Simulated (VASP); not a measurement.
Output of a VASP run:

**OSZICAR**
```
...
DAV:   5    -0.926332064205E+01   -0.33751E-04   -0.54481E-04  4391   0.236E-01    0.532E-02
DAV:   6    -0.926331743440E+01    0.32077E-05   -0.40163E-05  6342   0.181E-01    0.115E-02
DAV:   7    -0.926331621445E+01    0.12199E-05   -0.66236E-06  5056   0.916E-02    0.306E-03
DAV:   8    -0.926331622594E+01   -0.11492E-07   -0.19921E-07  2276   0.681E-03
   8 F= -.92633162E+01 E0= -.92631644E+01  d E =-.345223E-02
       N       E                     dE             d eps       ncg     rms          rms(c)
DAV:   1    -0.937924965703E+01   -0.11593E+00   -0.60869E+00  4627   0.239E+01    0.221E+00
DAV:   2    -0.930156403976E+01    0.77686E-01   -0.91700E-02  6070   0.799E+00    0.130E+00
DAV:   3    -0.927215389072E+01    0.29410E-01   -0.92654E-02  5581   0.107E+01    0.840E-01
DAV:   4    -0.926239932309E+01    0.97546E-02   -0.41518E-02  5198   0.810E+00    0.176E-01
DAV:   5    -0.926247281268E+01   -0.73490E-04   -0.16102E-03  4586   0.412E-01    0.102E-01
DAV:   6    -0.926246087803E+01    0.11935E-04   -0.13031E-04  6273   0.286E-01    0.198E-02
DAV:   7    -0.926245688783E+01    0.39902E-05   -0.23499E-05  6329   0.159E-01    0.791E-03
DAV:   8    -0.926245683416E+01    0.53668E-07   -0.54361E-07  2534   0.138E-02
   9 F= -.92624568E+01 E0= -.92620349E+01  d E =-.259283E-02
       N       E                     dE             d eps       ncg     rms          rms(c)
DAV:   1    -0.929857248562E+01   -0.36116E-01   -0.17972E+00  4592   0.128E+01    0.120E+00
DAV:   2    -0.927488738717E+01    0.23685E-01   -0.24472E-02  6219   0.349E+00    0.690E-01
DAV:   3    -0.926496080870E+01    0.99266E-02   -0.18124E-02  6197   0.440E+00    0.333E-01
DAV:   4    -0.926356874127E+01    0.13921E-02   -0.79601E-03  5012   0.333E+00    0.101E-01
DAV:   5    -0.926354735131E+01    0.21390E-04   -0.33924E-04  6430   0.460E-01    0.526E-02
DAV:   6    -0.926354437841E+01    0.29729E-05   -0.21593E-05  6277   0.841E-02    0.698E-03
DAV:   7    -0.926354418385E+01    0.19456E-06   -0.17930E-06  2563   0.519E-02
  10 F= -.92635442E+01 E0= -.92634039E+01  d E =-.368018E-02
       N       E                     dE             d eps       ncg     rms          rms(c)
DAV:   1    -0.926427533889E+01   -0.73096E-03   -0.36011E-02  4550   0.182E+00    0.171E-01
DAV:   2    -0.926380675210E+01    0.46859E-03   -0.55994E-04  6211   0.613E-01    0.100E-01
DAV:   3    -0.926363846225E+01    0.16829E-03   -0.55433E-04  5473   0.869E-01    0.689E-02
DAV:   4    -0.926357210682E+01    0.66355E-04   -0.28072E-04  5274   0.630E-01    0.136E-02
DAV:   5    -0.926357254251E+01   -0.43569E-06   -0.10138E-05  5304   0.409E-02    0.783E-03
DAV:   6    -0.926357246472E+01    0.77785E-07   -0.63820E-07  2401   0.235E-02
  11 F= -.92635725E+01 E0= -.92634205E+01  d E =-.370846E-02
       N       E                     dE             d eps       ncg     rms          rms(c)
DAV:   1    -0.926456624188E+01   -0.99370E-03   -0.50665E-02  4571   0.216E+00    0.203E-01
DAV:   2    -0.926390969462E+01    0.65655E-03   -0.78084E-04  6190   0.722E-01    0.119E-01
DAV:   3    -0.926367764933E+01    0.23205E-03   -0.79584E-04  5471   0.105E+00    0.839E-02
DAV:   4    -0.926358012879E+01    0.97521E-04   -0.40484E-04  5268   0.755E-01    0.164E-02
DAV:   5    -0.926358076965E+01   -0.64086E-06   -0.14700E-05  5535   0.497E-02    0.943E-03
DAV:   6    -0.926358065694E+01    0.11271E-06   -0.91886E-07  2681   0.279E-02
  12 F= -.92635807E+01 E0= -.92634261E+01  d E =-.371666E-02
```

File OUTCAR:
```
------------------------ aborting loop because EDIFF is reached ----------------------------------------
  FORCE on cell =-STRESS in cart. coord.  units (eV):
  Direction    XX          YY          ZZ          XY          YZ          ZX
  --------------------------------------------------------------------------------------
  Total        0.0175863      0.0175863      0.0164936      0.0000000      0.0000000      0.0000000
  in kB        1.0196181      1.0196181      0.9562650      0.0000000      0.0000000      0.0000000
  external PRESSURE =       0.9985004 kB  Pullay stress =       0.0000000 kB
  volume of cell :       27.63
      direct lattice vectors                 reciprocal lattice vectors
     2.805066723 -0.000000000 -0.000000000     0.356497759  0.000000000  0.000000000
     0.000000000  2.805066723 -0.000000000    -0.000000000  0.356497759 -0.000000000
     0.000000000  0.000000000  3.512053098     0.000000000  0.000000000  0.284733736
 POSITION                                       TOTAL-FORCE (eV/Angst)
 -----------------------------------------------------------------------------------
      0.00000      0.00000      0.00000         0.000000      0.000000      0.000000
      1.40253      1.40253      1.75603         0.000000     -0.000000      0.000000
 -----------------------------------------------------------------------------------
    total drift:                                0.000000      0.000000     -0.000000
  FREE ENERGIE OF THE ION-ELECTRON SYSTEM (eV)
  ---------------------------------------------------
  free  energy   TOTEN  =        -9.2635806569 eV

  energy  without entropy=       -9.2631171161  energy(sigma->0) =       -9.26342614

 reached required accuracy - stopping structural energy minimisation
```
(Selected blocks of OUTCAR.)

File POSCAR:
```
CuAu
1
    2.8000000000     0.0000000000     0.0000000000
    0.0000000000     2.8000000000     0.0000000000
    0.0000000000     0.0000000000     3.6700000000
Cu Au
1 1
Direct
  0.0000000000   0.0000000000   0.0000000000
  0.5000000000   0.5000000000   0.5000000000
```

Problem. Write an INCAR and KPOINTS that could have produced this output.

Solution. One answer among several that fit: the input of the run itself, LDA (Ceperley-Alder, Perdew-Zunger), plane waves, VASP's LDA PAW potentials (set 64).

File KPOINTS:
```
Regular mesh
0
Gamma
12 12 9
```

INCAR:
```
SYSTEM=CuAu
PREC=Accurate; ENCUT=520; LREAL=.FALSE.
LASPH=.TRUE.
EDIFF=1E-6; NELM=100; ALGO=Normal
LMAXMIX=6
ISMEAR=1; SIGMA=0.1
IBRION=2; NSW=60; ISIF=3
EDIFFG=-0.01
LWAVE=.FALSE.; LCHARG=.FALSE.
```

POTCAR, in this order: Cu Au (LDA.64 set). Program: vasp_std.

Energy and stress use the plane-wave basis of the starting cell.

The compound is CuAu in the L1_0 structure. This run relaxes it. Symmetry was kept, so distortions that lower it aren't found.
